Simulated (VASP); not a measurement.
# ZnB12 (Fm-3m) in VASP: a series of runs

The runs below take ZnB12 through relaxation of cell and atoms, single point, with PBE.

Everything below comes from runs of VASP 6.6.1. Logs are shortened: lines on timing, memory, paths and dates and some standing lists are left out, and cuts for length are marked.

### Step 1. The cell of the first run

Symmetry: Fm-3m, No. 225, cubic system. The conventional cell has a = 7.260 Å, b = 7.260 Å, c = 7.260 Å, α = 90.00°, β = 90.00°, γ = 90.00°. Around Zn (site symmetry m-3m) lie 24 B at 2.70 Å. B (site symmetry mm2) has 5 B at 1.65 to 1.74 Å as nearest neighbours.

The cell was built by a generator and needn't be a form met in nature.

### Step 2. Relaxation of cell and atoms, PBE (species swapped into the HfB12 type (Fm-3m, No. 225))

INCAR reads:

```
ALGO     = Fast           # electronic algorithm
EDIFF    = 1E-7           # SCF threshold, eV
EDIFFG   = -0.04          # ionic threshold
ENCUT    = 600            # plane-wave cutoff, eV
GGA      = PE             # functional
IBRION   = 2              # ionic algorithm
ISIF     = 3              # what is computed and relaxed
ISMEAR   = 0              # smearing method
LASPH    = True           # aspherical terms in the spheres
LCHARG   = False          # write CHGCAR
LREAL    = False          # projectors in reciprocal space
LWAVE    = False          # write WAVECAR
NELM     = 60             # most SCF steps
NSW      = 90             # ionic steps
PREC     = Accurate       # precision mode
SIGMA    = 0.1            # smearing width, eV
```

KPOINTS reads:

```
k-points
0
Gamma
  4 4 4
```

POSCAR reads:

```
ZnB12
1.0
    0.0000000000      3.6297516600      3.6297516600
    3.6297516600      0.0000000000      3.6297516600
    3.6297516600      3.6297516600      0.0000000000
Zn B
1 12
Direct
    0.0000000000      0.0000000000      0.0000000000
    0.5000000000      0.8395695700      0.5000000000
    0.8395695700      0.5000000000      0.5000000000
    0.5000000000      0.8395695700      0.1604304300
    0.1604304300      0.5000000000      0.8395695700
    0.8395695700      0.5000000000      0.1604304300
    0.5000000000      0.5000000000      0.8395695700
    0.1604304300      0.8395695700      0.5000000000
    0.5000000000      0.1604304300      0.8395695700
    0.5000000000      0.5000000000      0.1604304300
    0.8395695700      0.1604304300      0.5000000000
    0.1604304300      0.5000000000      0.5000000000
    0.5000000000      0.1604304300      0.5000000000
```

Potentials or basis: VASP PAW PBE potentials, release 64 (Zn, B).

Started as:

```sh
$ cat potpaw_PBE.64/Zn/POTCAR potpaw_PBE.64/B/POTCAR > POTCAR
$ mpirun -np 1 vasp_std > vasp.out
```

OUTCAR:

```text
EDIFF = 1E-7
   EDIFFG = -0.04
   ENCUT = 600
   GGA = PE
   IBRION = 2
   ISIF = 3
   ISMEAR = 0
   LASPH = True
   LREAL = False
   NELM = 60
   NSW = 90
   PREC = Accurate

 ion  position               nearest neighbor table
   1  0.000  0.000  0.000-
   2  0.500  0.840  0.500-  13 1.65   4 1.74   7 1.74   8 1.74   3 1.74
   3  0.840  0.500  0.500-  12 1.65   6 1.74   7 1.74  11 1.74   2 1.74
   4  0.500  0.840  0.160-   9 1.65   6 1.74   8 1.74   2 1.74  10 1.74
   5  0.160  0.500  0.840-   6 1.65   7 1.74   8 1.74   9 1.74  12 1.74
   6  0.840  0.500  0.160-   5 1.65   4 1.74   3 1.74  10 1.74  11 1.74
   7  0.500  0.500  0.840-  10 1.65   3 1.74   5 1.74   9 1.74   2 1.74
   8  0.160  0.840  0.500-  11 1.65   4 1.74   5 1.74   2 1.74  12 1.74
   9  0.500  0.160  0.840-   4 1.65   5 1.74   7 1.74  11 1.74  13 1.74
  10  0.500  0.500  0.160-   7 1.65   6 1.74   4 1.74  12 1.74  13 1.74
  11  0.840  0.160  0.500-   8 1.65   6 1.74   3 1.74   9 1.74  13 1.74
  12  0.160  0.500  0.500-   3 1.65   5 1.74   8 1.74  10 1.74  13 1.74
  13  0.500  0.160  0.500-   2 1.65   9 1.74  10 1.74  11 1.74  12 1.74

  LATTYP: Found a face centered cubic cell.
 ALAT       =     7.2595033200

  Lattice vectors:

 A1 = (   0.0000000000,   3.6297516600,   3.6297516600)
 A2 = (   3.6297516600,   0.0000000000,   3.6297516600)
 A3 = (   3.6297516600,   3.6297516600,   0.0000000000)

Analysis of symmetry for initial positions (statically):
=====================================================================
 Subroutine PRICEL returns:
 Original cell was already a primitive cell.

 Routine SETGRP: Setting up the symmetry group for a
 face centered cubic supercell.

 Subroutine GETGRP returns: Found 48 space group operations
 (whereof 48 operations were pure point group operations)
 out of a pool of 48 trial point group operations.

The static configuration has the point symmetry O_h .

Analysis of symmetry for dynamics (positions and initial velocities):
=====================================================================
 Subroutine PRICEL returns:
 Original cell was already a primitive cell.

 Routine SETGRP: Setting up the symmetry group for a
 face centered cubic supercell.

 Subroutine GETGRP returns: Found 48 space group operations
 (whereof 48 operations were pure point group operations)
 out of a pool of 48 trial point group operations.

The dynamic configuration has the point symmetry O_h .

 Subroutine INISYM returns: Found 48 space group operations
 (whereof 48 operations are pure point group operations),
 and found     1 'primitive' translations

----------------------------------------------------------------------------------------

                                     Primitive cell

  volume of cell :      95.6447

  direct lattice vectors                    reciprocal lattice vectors
     0.000000000  3.629751660  3.629751660    -0.137750471  0.137750471  0.137750471
     3.629751660  0.000000000  3.629751660     0.137750471 -0.137750471  0.137750471
     3.629751660  3.629751660  0.000000000     0.137750471  0.137750471 -0.137750471

  length of vectors
     5.133244026  5.133244026  5.133244026     0.238590814  0.238590814  0.238590814

  position of ions in fractional coordinates (direct lattice)
     0.000000000  0.000000000  0.000000000
     0.500000000  0.839569570  0.500000000
     0.839569570  0.500000000  0.500000000
     0.500000000  0.839569570  0.160430430
     0.160430430  0.500000000  0.839569570
     0.839569570  0.500000000  0.160430430
     0.500000000  0.500000000  0.839569570
     0.160430430  0.839569570  0.500000000
     0.500000000  0.160430430  0.839569570
     0.500000000  0.500000000  0.160430430
     0.839569570  0.160430430  0.500000000
     0.160430430  0.500000000  0.500000000
     0.500000000  0.160430430  0.500000000

  ion indices of the primitive-cell ions
   primitive index   ion index
                 1           1
                 2           2
                 3           3
                 4           4
                 5           5
                 6           6
                 7           7
                 8           8
                 9           9
                10          10
                11          11
                12          12
                13          13

----------------------------------------------------------------------------------------

 KPOINTS: k-points

Automatic generation of k-mesh.
 Grid dimensions read from file:
 generate k-points for:    4    4    4

 Generating k-lattice:

  Cartesian coordinates                     Fractional coordinates (reciprocal lattice)
    -0.034437618  0.034437618  0.034437618     0.250000000  0.000000000  0.000000000
     0.034437618 -0.034437618  0.034437618     0.000000000  0.250000000  0.000000000
     0.034437618  0.034437618 -0.034437618     0.000000000  0.000000000  0.250000000

  Length of vectors
     0.059647704  0.059647704  0.059647704

  Shift w.r.t. Gamma in fractional coordinates (k-lattice)
     0.000000000  0.000000000  0.000000000

 Subroutine IBZKPT returns following result:
 ===========================================

 Found      8 irreducible k-points:

 Following reciprocal coordinates:
            Coordinates               Weight
  0.000000  0.000000  0.000000      1.000000
  0.250000  0.000000  0.000000      8.000000
  0.500000  0.000000  0.000000      4.000000
  0.250000  0.250000  0.000000      6.000000
  0.500000  0.250000  0.000000     24.000000
 -0.250000  0.250000  0.000000     12.000000
  0.500000  0.500000  0.000000      3.000000
 -0.250000  0.500000  0.250000      6.000000
   k-points           NKPTS =      8   k-points in BZ     NKDIM =      8   number of bands    NBANDS=     31
   number of dos      NEDOS =    301   number of ions     NIONS =     13
   total plane-waves  NPLWV =  74088
   dimension x,y,z NGX =    42 NGY =   42 NGZ =   42
   dimension x,y,z NGXF=    84 NGYF=   84 NGZF=   84
   ions per type =               1  12
   NGX,Y,Z   is equivalent  to a cutoff of  13.60, 13.60, 13.60 a.u.
   NGXF,Y,Z  is equivalent  to a cutoff of  27.20, 27.20, 27.20 a.u.
 SYSTEM =  unknown system
   PREC   = accura    normal or accurate (medium, high low for compatibility)
   ISTART =      0    job   : 0-new  1-cont  2-samecut
   ICHARG =      2    charge: 1-file 2-atom 10-const
   ISPIN  =      1    spin polarized calculation?
   LNONCOLLINEAR =      F non collinear calculations
   LSORBIT =      F    spin-orbit coupling
   LASPH  =      T    aspherical Exc in radial PAW
   ENCUT  =  600.0 eV  44.10 Ry    6.64 a.u.  10.25 10.25 10.25*2*pi/ulx,y,z
   NELM   =     60;   NELMIN=  2; NELMDL= -5     # of ELM steps
   EDIFF  = 0.1E-06   stopping-criterion for ELM
   LREAL  =      F    real-space projection
   EDIFFG = -.4E-01   stopping-criterion for IOM
   NSW    =     90    number of steps for IOM
   IBRION =      2    ionic relax: 0-MD 1-quasi-New 2-CG
   NFREE  =      1    steps in history (QN), initial steepest desc. (CG)
   ISIF   =      3    stress and relaxation
   ISYM   =      2    0-nonsym 1-usesym 2-fastsym
   POTIM  = 0.5000    time-step for ionic-motion
   TEBEG  =    0.0;   TEEND  =   0.0 temperature during run
   PSTRESS=    0.0 pullay stress
   NELECT =      48.0000    total number of electrons
   NUPDOWN=      -1.0000    fix difference up-down
   EMIN   =  10.00;   EMAX   =-10.00  energy-range for DOS
   EFERMI =   0.00;   METHOD = LEGACY
   ISMEAR =     0;   SIGMA  =   0.10  broadening in eV -4-tet -1-fermi 0-gaus
   EFERMI_NEDOS =   21; number of points for ismear=-14 and -15
   IALGO  =     68    algorithm
   IMIX   =      4    mixing-type and parameters
     AMIX     =   0.40;   BMIX     =  1.00
     AMIX_MAG =   1.60;   BMIX_MAG =  1.00
  volume/ion in A,a.u.               =       7.36        49.65
  Fermi-wavevector in a.u.,A,eV,Ry     =   1.300973  2.458483 23.028284  1.692531
  Thomas-Fermi vector in A             =   2.432137
   LORBIT       =      0    0 simple, 1 ext, 2 COOP (PROOUT), +10 PAW based schemes
   GGA     = PE    functional components
   LHFCALC =     F    Hartree Fock is set to
   AEXX    =    0.0000 exact exchange contribution
   IVDW    =     0    specifies the selected vdW correction
   LEPSILON=     F    determine dielectric tensor
   LRPA    =     F    only Hartree local field effects (RPA)
 conjugate gradient relaxation of ions
 non-spin polarized calculation
 RMM-DIIS sequential band-by-band and
 Gauss-broadening in eV      SIGMA  =   0.10
  energy-cutoff  :      600.00
  volume of cell :       95.64
 maximum number of plane-waves:      3250
 NGX is ok and might be reduce to    42
   NGX = 21   NGY = 21   NGZ = 21

--------------------------------------- Ionic step        1  -------------------------------------------

 number of electron      48.0000008 magnetization

 Free energy of the ion-electron system (eV)
  ---------------------------------------------------
  ext. energy  EPLUGINS =         0.00000000
  ---------------------------------------------------
  free energy    TOTEN  =       -78.78562834 eV

  energy without entropy =      -78.78321474  energy(sigma->0) =      -78.78442154

------------------------ aborting loop because EDIFF is reached ----------------------------------------

  FORCE on cell =-STRESS in cart. coord.  units (eV):
  Direction    XX          YY          ZZ          XY          YZ          ZX
  --------------------------------------------------------------------------------------
  -------------------------------------------------------------------------------------
  Total        9.7454601      9.7454601      9.7454601      0.0000000     -0.0000000      0.0000000
  in kB      163.2496267    163.2496267    163.2496267      0.0000000     -0.0000000      0.0000000
  external PRESSURE =     163.2496267 kB  Pullay stress =       0.0000000 kB
[... 173 lines left out ...]
  energy  without entropy=      -79.1415230598  energy(sigma->0) =      -79.14253579

--------------------------------------- Ionic step        5  -------------------------------------------

 number of electron      47.9999991 magnetization

 Free energy of the ion-electron system (eV)
  ---------------------------------------------------
  ext. energy  EPLUGINS =         0.00000000
  ---------------------------------------------------
  free energy    TOTEN  =       -79.14791478 eV

  energy without entropy =      -79.14587978  energy(sigma->0) =      -79.14689728

 E-fermi :   4.9867     XC(G=0): -11.6325

 val. band max:        4.9812553279   @ k =   0.0000   0.0000   0.0000
 cond. band min:       5.8585473723   @ k =   0.5000   0.5000   0.0000
 fundamental gap:      0.8772920444
 Fermi energy:         4.9867066055

 k-point     1 :       0.0000    0.0000    0.0000
  band No.  band energies     occupation
      1      -9.5960      2.00000
      2      -4.4014      2.00000
      3      -4.4014      2.00000
      4      -4.4014      2.00000
      5      -3.0312      2.00000
      6      -3.0312      2.00000
[... 301 lines left out ...]
  FREE ENERGIE OF THE ION-ELECTRON SYSTEM (eV)
  ---------------------------------------------------
  free  energy   TOTEN  =       -79.1479147782 eV

  energy  without entropy=      -79.1458797822  energy(sigma->0) =      -79.14689728

 reached required accuracy - stopping structural energy minimisation
```

It took 2.1 min on 1 thread of Intel Xeon Platinum 8488C (Sapphire Rapids), shared host; peak memory 0.26 GiB.

What came out:

- Free energy: -79.1479 eV
- Relaxed volume: 7.90 Å³/atom
- Relaxed cell: a = 5.257 Å, b = 5.257 Å, c = 5.257 Å, α = 60.00°, β = 60.00°, γ = 60.00°
- Space group after relaxing (to 0.05 Å): Fm-3m (No. 225)
- Energy gained by relaxing: 27.9 meV/atom
- Ionic steps: 5
- Pressure after relaxing: -0.1 GPa
- Largest force after relaxing: 0.004 eV/Å
- Band gap on the k mesh: none (metal or under the smearing width)

Forces on the atoms (eV/Å):
```
Zn   0.000  0.000  0.000
B    0.002  0.000  0.002
B    0.000  0.002  0.002
B    0.000 -0.002  0.002
B    0.002  0.000 -0.002
B   -0.002  0.000  0.002
B    0.002  0.002  0.000
B    0.002 -0.002  0.000
B    0.000  0.002 -0.002
B   -0.002 -0.002  0.000
B   -0.002  0.002  0.000
B    0.000 -0.002 -0.002
B   -0.002  0.000 -0.002
```

The path:
```csv
step,energy change (eV),largest force (eV/Å),pressure (GPa),volume (Å³)
1,0.0000,0.4261,16.32,95.64
2,-0.2571,0.3918,-6.49,106.40
3,-0.3580,0.1713,0.62,102.44
4,-0.3579,0.1655,-0.75,103.02
5,-0.3623,0.0035,-0.07,102.72
```

Final structure:
```
Zn B
1.0
     0.00000    3.71719    3.71719
     3.71719    0.00000    3.71719
     3.71719    3.71719    0.00000
Zn B
1 12
Direct
  0.00000 0.00000 0.00000
  0.50000 0.83766 0.50000
  0.83766 0.50000 0.50000
  0.50000 0.83766 0.16234
  0.16234 0.50000 0.83766
  0.83766 0.50000 0.16234
  0.50000 0.50000 0.83766
  0.16234 0.83766 0.50000
  0.50000 0.16234 0.83766
  0.50000 0.50000 0.16234
  0.83766 0.16234 0.50000
  0.16234 0.50000 0.50000
  0.50000 0.16234 0.50000
```

Caveat: the k mesh is coarse (spacing up to 0.37 Å⁻¹), so the values aren't converged.

### Step 3. Single point, PBE (species swapped into the HfB12 type (Fm-3m, No. 225))

INCAR reads:

```
SYSTEM = ZnB12
PREC = Accurate
ENCUT = 520
EDIFF = 1E-7
ISMEAR = 0
SIGMA = 0.1
LREAL = .FALSE.
LASPH = .TRUE.
NELM = 100
ALGO = Fast
ISIF = 2
LWAVE = .FALSE.
LCHARG = .FALSE.
GGA = PE
NBANDS = 36
```

KPOINTS reads:

```
Automatic mesh
0
G
  10 10 10
  0 0 0
```

POSCAR reads:

```
ZnB12
1.0
    0.0000000000      3.7161609816      3.7161609816
    3.7161609816      0.0000000000      3.7161609816
    3.7161609816      3.7161609816      0.0000000000
Zn B
1 12
Direct
    0.0000000000      0.0000000000      0.0000000000
    0.5000000000      0.8375821775      0.5000000000
    0.8375821775      0.5000000000      0.5000000000
    0.5000000000      0.8375821775      0.1624178225
    0.1624178225      0.5000000000      0.8375821775
    0.8375821775      0.5000000000      0.1624178225
    0.5000000000      0.5000000000      0.8375821775
    0.1624178225      0.8375821775      0.5000000000
    0.5000000000      0.1624178225      0.8375821775
    0.5000000000      0.5000000000      0.1624178225
    0.8375821775      0.1624178225      0.5000000000
    0.1624178225      0.5000000000      0.5000000000
    0.5000000000      0.1624178225      0.5000000000
```

Potentials or basis: VASP PAW PBE potentials, release 64 (Zn, B).

Started as:

```sh
$ cat potpaw_PBE.64/Zn/POTCAR potpaw_PBE.64/B/POTCAR > POTCAR
$ mpirun -np 1 vasp_std > vasp.out
```

OUTCAR:

```text
SYSTEM = ZnB12
   PREC = Accurate
   ENCUT = 520
   EDIFF = 1E-7
   ISMEAR = 0
   LREAL = .FALSE.
   LASPH = .TRUE.
   NELM = 100
   ISIF = 2
   GGA = PE

 ion  position               nearest neighbor table
   1  0.000  0.000  0.000-
   2  0.500  0.838  0.500-  13 1.71   4 1.77   7 1.77   8 1.77   3 1.77
   3  0.838  0.500  0.500-  12 1.71   6 1.77   7 1.77  11 1.77   2 1.77
   4  0.500  0.838  0.162-   9 1.71   6 1.77   8 1.77   2 1.77  10 1.77
   5  0.162  0.500  0.838-   6 1.71   7 1.77   8 1.77   9 1.77  12 1.77
   6  0.838  0.500  0.162-   5 1.71   4 1.77   3 1.77  10 1.77  11 1.77
   7  0.500  0.500  0.838-  10 1.71   3 1.77   5 1.77   9 1.77   2 1.77
   8  0.162  0.838  0.500-  11 1.71   4 1.77   5 1.77   2 1.77  12 1.77
   9  0.500  0.162  0.838-   4 1.71   5 1.77   7 1.77  11 1.77  13 1.77
  10  0.500  0.500  0.162-   7 1.71   6 1.77   4 1.77  12 1.77  13 1.77
  11  0.838  0.162  0.500-   8 1.71   6 1.77   3 1.77   9 1.77  13 1.77
  12  0.162  0.500  0.500-   3 1.71   5 1.77   8 1.77  10 1.77  13 1.77
  13  0.500  0.162  0.500-   2 1.71   9 1.77  10 1.77  11 1.77  12 1.77

  LATTYP: Found a face centered cubic cell.
 ALAT       =     7.4323219632
[... 1151 lines left out ...]

  FORCE on cell =-STRESS in cart. coord.  units (eV):
  Direction    XX          YY          ZZ          XY          YZ          ZX
  --------------------------------------------------------------------------------------
  -------------------------------------------------------------------------------------
  Total        0.0307899      0.0307899      0.0307899      0.0000000      0.0000000      0.0000000
  in kB        0.4806241      0.4806241      0.4806241      0.0000000      0.0000000      0.0000000
  external PRESSURE =       0.4806241 kB  Pullay stress =       0.0000000 kB

 VOLUME and BASIS-vectors are now :
 -----------------------------------------------------------------------------
  energy-cutoff  :      520.00
  volume of cell :      102.64
      direct lattice vectors                 reciprocal lattice vectors
     0.000000000  3.716160982  3.716160982    -0.134547454  0.134547454  0.134547454
     3.716160982  0.000000000  3.716160982     0.134547454 -0.134547454  0.134547454
     3.716160982  3.716160982  0.000000000     0.134547454  0.134547454 -0.134547454

 POSITION                                       TOTAL-FORCE (eV/Angst)
 -----------------------------------------------------------------------------------
      0.00000      0.00000      0.00000         0.000000      0.000000     -0.000000
      4.97067      3.71616      4.97067         0.002981      0.000000      0.002981
      3.71616      4.97067      4.97067         0.000000      0.002981      0.002981
      3.71616      2.46165      4.97067         0.000000     -0.002981      0.002981
      4.97067      3.71616      2.46165         0.002981      0.000000     -0.002981
      2.46165      3.71616      4.97067        -0.002981      0.000000      0.002981
      4.97067      4.97067      3.71616         0.002981      0.002981     -0.000000
      4.97067      2.46165      3.71616         0.002981     -0.002981     -0.000000
      3.71616      4.97067      2.46165         0.000000      0.002981     -0.002981
      2.46165      2.46165      3.71616        -0.002981     -0.002981     -0.000000
      2.46165      4.97067      3.71616        -0.002981      0.002981     -0.000000
      3.71616      2.46165      2.46165         0.000000     -0.002981     -0.002981
      2.46165      3.71616      2.46165        -0.002981      0.000000     -0.002981
 -----------------------------------------------------------------------------------
    total drift:                               -0.000000     -0.000000      0.000000

  FREE ENERGIE OF THE ION-ELECTRON SYSTEM (eV)
  ---------------------------------------------------
  free  energy   TOTEN  =       -79.1417795772 eV

  energy  without entropy=      -79.1414315533  energy(sigma->0) =      -79.14160557
```

It took 4.3 min on 1 thread of Intel Xeon Platinum 8488C (Sapphire Rapids), shared host; peak memory 0.32 GiB.

What came out:

| Item | Value |
| --- | --- |
| Free energy | -79.1418 eV |
| Pressure | 0.0 GPa |
| Largest force | 0.004 eV/Å |
| Band gap on the k mesh | none (metal or under the smearing width) |

Forces on the atoms (eV/Å):
```
Zn   0.000  0.000  0.000
B    0.003  0.000  0.003
B    0.000  0.003  0.003
B    0.000 -0.003  0.003
B    0.003  0.000 -0.003
B   -0.003  0.000  0.003
B    0.003  0.003  0.000
B    0.003 -0.003  0.000
B    0.000  0.003 -0.003
B   -0.003 -0.003  0.000
B   -0.003  0.003  0.000
B    0.000 -0.003 -0.003
B   -0.003  0.000 -0.003
```
